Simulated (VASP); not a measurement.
Method: r2SCAN meta-GGA, VASP's PBE PAW potentials (set 64) (plane waves; VASP).

VASP ran on this input.

### KPOINTS
```
kpoints
0
gamma
 10 7 1
0 0 0
```

POSCAR:
```
Pd(110) slab
1
    2.7681440834    -0.0000000000    -0.0000000000
   -0.0000000000     3.9147474445     0.0000000000
    0.0000000000     0.0000000000    26.1680055103
Pd
8
Direct
  0.0000000000   0.0000000000   0.3174442720
  0.5000000000   0.5000000000   0.3654452966
  0.0000000000   0.0000000000   0.4202531021
  0.5000000000   0.5000000000   0.4739328253
  0.0000000000   0.0000000000   0.5260671747
  0.5000000000   0.5000000000   0.5797468979
  0.0000000000   0.0000000000   0.6345547034
  0.5000000000   0.5000000000   0.6825557280
```

### INCAR
```
! general
SYSTEM =Pd(110) slab
PREC   =Normal
ENCUT  =400
LREAL  =F
LASPH  =T

! electronic loop
EDIFF  =1E-5
NELM   =100
NELMIN =4
ALGO   =Normal
LMAXMIX=4
LMIXTAU=T

! smearing
ISMEAR =1
SIGMA  =0.1

! functional
METAGGA=R2SCAN

! ions
IBRION =2
NSW    =120
ISIF   =2
EDIFFG =-0.03

! output
LWAVE  =T
LCHARG =F

! other
LDIPOL =T
IDIPOL =3
DIPOL  =0.5 0.5 0.5
```

POTCAR, in this order: Pd (PBE.64 set). Program: vasp_std.

**Question.** Predict the energy per atom (σ→0), band gap (on the k-mesh).

**Answer.** 
```
Property                                                    Result
------------------------  ----------------------------------------
energy per atom (σ→0)                              -22.646 eV/atom
band gap (on the k-mesh)  none (metal, semimetal or under 0.01 eV)
```

### OSZICAR
```
...
DAV:   4    -0.181169134953E+03   -0.54073E-03   -0.13653E-03  2368   0.271E-01    0.910E-02
DAV:   5    -0.181169235672E+03   -0.10072E-03   -0.28016E-04  2408   0.134E-01    0.472E-02
DAV:   6    -0.181169208374E+03    0.27299E-04   -0.29535E-04  2416   0.908E-02    0.401E-02
DAV:   7    -0.181169347492E+03   -0.13912E-03   -0.86210E-05  2224   0.766E-02    0.158E-02
DAV:   8    -0.181169368894E+03   -0.21401E-04   -0.53442E-05  2312   0.468E-02    0.104E-02
DAV:   9    -0.181169444075E+03   -0.75182E-04   -0.14720E-05  1552   0.324E-02    0.559E-03
DAV:  10    -0.181169437545E+03    0.65302E-05   -0.14406E-05  1576   0.310E-02
   8 F= -.18116944E+03 E0= -.18116770E+03  d E =-.259580E-03
```

The cell is a thin slab with vacuum, built from Pd (fcc): (110) face.
